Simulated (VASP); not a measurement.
All values below come from PBEsol GGA, VASP's PBE PAW potentials (set 64) (plane waves; VASP 6.6.1).

Input for VASP

File KPOINTS:
```
K-points
0
G
 9 9 9
0 0 0
```

### INCAR
```
ALGO = Normal
EDIFF = 1E-6
EDIFFG = -0.01
ENCUT = 400
GGA = PS
IBRION = 2
ISIF = 3
ISMEAR = 1
LASPH = .True.
LCHARG = .False.
LMAXMIX = 4
LREAL = .False.
LWAVE = .False.
NELM = 100
NSW = 60
PREC = Accurate
SIGMA = 0.1
SYSTEM = ZrS
```

### POSCAR
```
ZrS
1
    0.0000000000     3.0240000000     3.0240000000
    3.0240000000     0.0000000000     3.0240000000
    3.0240000000     3.0240000000     0.0000000000
Zr S
1 1
Direct
  0.0000000000   0.0000000000   0.0000000000
  0.5000000000   0.5000000000   0.5000000000
```

POTCAR, in this order: Zr_sv S (PBE.64 set). Program: vasp_std.

Output

### OSZICAR
```
       N       E                     dE             d eps       ncg     rms          rms(c)
DAV:   1     0.103513248480E+03    0.10351E+03   -0.78330E+03   910   0.105E+03
DAV:   2    -0.940891246266E+01   -0.11292E+03   -0.10923E+03  1125   0.270E+02
DAV:   3    -0.153649083132E+02   -0.59560E+01   -0.58976E+01  1578   0.564E+01
DAV:   4    -0.155482691827E+02   -0.18336E+00   -0.17985E+00  1187   0.862E+00
DAV:   5    -0.155565359566E+02   -0.82668E-02   -0.69566E-02  1424   0.126E+00    0.819E+00
DAV:   6    -0.141627622834E+02    0.13938E+01   -0.58220E+00  1141   0.125E+01    0.268E+00
DAV:   7    -0.141370246520E+02    0.25738E-01   -0.24432E-01  1296   0.302E+00    0.128E+00
DAV:   8    -0.141250579886E+02    0.11967E-01   -0.42250E-02  1155   0.122E+00    0.389E-01
DAV:   9    -0.141248027568E+02    0.25523E-03   -0.25427E-03  1395   0.283E-01    0.247E-01
DAV:  10    -0.141248661929E+02   -0.63436E-04   -0.59267E-04  1212   0.243E-01    0.700E-02
DAV:  11    -0.141248627977E+02    0.33952E-05   -0.35236E-05  1267   0.432E-02    0.195E-02
DAV:  12    -0.141248625878E+02    0.20991E-06   -0.95393E-06  1280   0.181E-02
   1 F= -.14124863E+02 E0= -.14124187E+02  d E =-.141249E+02
       N       E                     dE             d eps       ncg     rms          rms(c)
DAV:   1    -0.709337140170E+02   -0.56809E+02   -0.17494E+03   910   0.409E+02    0.102E+02
DAV:   2    -0.246209651675E+02    0.46313E+02   -0.72457E+01   975   0.102E+02    0.239E+01
DAV:   3    -0.152151399079E+02    0.94058E+01   -0.40745E+01  1411   0.590E+01    0.221E+01
DAV:   4    -0.158723425170E+02   -0.65720E+00   -0.20758E+00  1270   0.111E+01    0.512E+00
DAV:   5    -0.158689173324E+02    0.34252E-02   -0.65512E-01  1426   0.673E+00    0.283E+00
DAV:   6    -0.159285697869E+02   -0.59652E-01   -0.51932E-01  1441   0.592E+00    0.116E+00
DAV:   7    -0.159192732726E+02    0.92965E-02   -0.40376E-02  1085   0.202E+00    0.400E-01
DAV:   8    -0.159191316262E+02    0.14165E-03   -0.70063E-03  1382   0.690E-01    0.105E-01
DAV:   9    -0.159209910229E+02   -0.18594E-02   -0.18896E-02  1189   0.124E-01    0.106E-01
DAV:  10    -0.159210446196E+02   -0.53597E-04   -0.44269E-04  1090   0.579E-02    0.581E-02
DAV:  11    -0.159210438952E+02    0.72445E-06   -0.57188E-05  1040   0.348E-02    0.148E-02
DAV:  12    -0.159210448529E+02   -0.95776E-06   -0.69120E-06  1033   0.113E-02
   2 F= -.15921045E+02 E0= -.15921105E+02  d E =-.179618E+01
       N       E                     dE             d eps       ncg     rms          rms(c)
DAV:   1    -0.198517387326E+02   -0.39307E+01   -0.12058E+02  1000   0.123E+02    0.199E+01
DAV:   2    -0.173040820592E+02    0.25477E+01   -0.12157E+01  1332   0.341E+01    0.931E+00
DAV:   3    -0.164166498779E+02    0.88743E+00   -0.53650E+00  1380   0.191E+01    0.323E+00
DAV:   4    -0.164571182595E+02   -0.40468E-01   -0.16747E-01  1095   0.430E+00    0.128E+00
DAV:   5    -0.165045100202E+02   -0.47392E-01   -0.48423E-02  1478   0.156E+00    0.753E-01
DAV:   6    -0.165140717631E+02   -0.95617E-02   -0.10636E-02  1505   0.665E-01    0.235E-01
DAV:   7    -0.165148809887E+02   -0.80923E-03   -0.21160E-03  1419   0.333E-01    0.468E-02
DAV:   8    -0.165148518687E+02    0.29120E-04   -0.98842E-05  1183   0.833E-02    0.246E-02
DAV:   9    -0.165148514193E+02    0.44939E-06   -0.24014E-05  1406   0.462E-02    0.567E-03
DAV:  10    -0.165148506756E+02    0.74374E-06   -0.53481E-07   601   0.710E-03
   3 F= -.16514851E+02 E0= -.16515099E+02  d E =-.238999E+01
       N       E                     dE             d eps       ncg     rms          rms(c)
DAV:   1    -0.165283474044E+02   -0.13496E-01   -0.37418E-01  1010   0.645E+00    0.125E+00
DAV:   2    -0.165177385038E+02    0.10609E-01   -0.27003E-02  1020   0.184E+00    0.369E-01
DAV:   3    -0.165159083581E+02    0.18301E-02   -0.12848E-02  1393   0.897E-01    0.190E-01
DAV:   4    -0.165161101141E+02   -0.20176E-03   -0.33411E-04  1085   0.185E-01    0.923E-02
DAV:   5    -0.165162436340E+02   -0.13352E-03   -0.17807E-04  1307   0.875E-02    0.480E-02
DAV:   6    -0.165162832789E+02   -0.39645E-04   -0.56420E-05  1525   0.482E-02    0.918E-03
DAV:   7    -0.165162843783E+02   -0.10993E-05   -0.15446E-06   923   0.995E-03    0.514E-03
DAV:   8    -0.165162845132E+02   -0.13495E-06   -0.30356E-07   535   0.648E-03
   4 F= -.16516285E+02 E0= -.16516517E+02  d E =-.239142E+01
```

OUTCAR:
```
------------------------ aborting loop because EDIFF is reached ----------------------------------------
  FORCE on cell =-STRESS in cart. coord.  units (eV):
  Direction    XX          YY          ZZ          XY          YZ          ZX
  --------------------------------------------------------------------------------------
  Total        0.0157339      0.0157339      0.0157339     -0.0000000     -0.0000000     -0.0000000
  in kB        0.7311299      0.7311299      0.7311299     -0.0000000     -0.0000000     -0.0000000
  external PRESSURE =       0.7311299 kB  Pullay stress =       0.0000000 kB
  volume of cell :       34.48
      direct lattice vectors                 reciprocal lattice vectors
     0.000000000  2.583294409  2.583294409    -0.193551303  0.193551303  0.193551303
     2.583294409  0.000000000  2.583294409     0.193551303 -0.193551303  0.193551303
     2.583294409  2.583294409 -0.000000000     0.193551303  0.193551303 -0.193551303
 POSITION                                       TOTAL-FORCE (eV/Angst)
 -----------------------------------------------------------------------------------
      5.16659      2.58329      2.58329         0.000000      0.000000      0.000000
      2.58329      2.58329      2.58329        -0.000000     -0.000000     -0.000000
 -----------------------------------------------------------------------------------
    total drift:                                0.000000      0.000000      0.000000
  FREE ENERGIE OF THE ION-ELECTRON SYSTEM (eV)
  ---------------------------------------------------
  free  energy   TOTEN  =       -16.5162845132 eV

  energy  without entropy=      -16.5169822914  energy(sigma->0) =      -16.51651711

 reached required accuracy - stopping structural energy minimisation
```
(Selected blocks of OUTCAR.)

**CONTCAR**
```
ZrS
   1.00000000000000
     0.0000000000000000    2.5832944087195138    2.5832944087195142
     2.5832944087195138    0.0000000000000000    2.5832944087195142
     2.5832944087195138    2.5832944087195138   -0.0000000000000000
  Zr              S
     1     1
Direct
     0.0000000000000000    1.0000000000000000    1.0000000000000000
     0.5000000000000000    0.5000000000000000    0.5000000000000000
```

Energy and stress use the plane-wave basis of the starting cell.

The structure was generated: ZrS was put into the rock salt type (Fm-3m), which need not be its known phase. This run relaxes it. Symmetry was kept, so distortions that lower it aren't found. VASP warned that the highest band is occupied, so more bands are needed.
